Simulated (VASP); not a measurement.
Method: PBEsol GGA, VASP's PBE PAW potentials (set 64) (plane waves; VASP 6.6.1). For the alloy's cell: Numerical set-up: 400 eV cut-off, 14×14×4 Γ-centred mesh, tetrahedra with Blöchl corrections, potentials Au Al.

```csv
end member,E (eV/atom),V (Å³/atom),gap (eV)
Al (fcc),-4.0930,16.14,0.00
Au (fcc),-3.9238,16.99,0.00
```

An ordered cell with a fraction 0.50 of the second end member relaxes to

Space group R-3m, hexagonal axes (No. 166); a = b = 3.046 Å, c = 24.989 Å, α = β = 90.00°, γ = 120.00°

| atom | site | symmetry | x | y | z |
|---|---|---|---|---|---|
| Au | 6c | 3m | 0.0000 | 0.0000 | 0.1201 |
| Al | 6c | 3m | 0.0000 | 0.0000 | 0.3767 |
(The calculation used a cell of 4 atoms; values per cell refer to that cell.)

Unless said otherwise, spin-orbit coupling is left out, though it shifts the bands of the heavy elements here.

### Question
Estimate the mixing energy, the deviation from a linear volume and the gap.

### Answer
Its energy is -4.2105 eV/atom, so the mixing energy is -202 meV/atom. The volume of 16.73 Å³/atom lies +1.0 % from the linear mean. The cell is without a gap at this level.
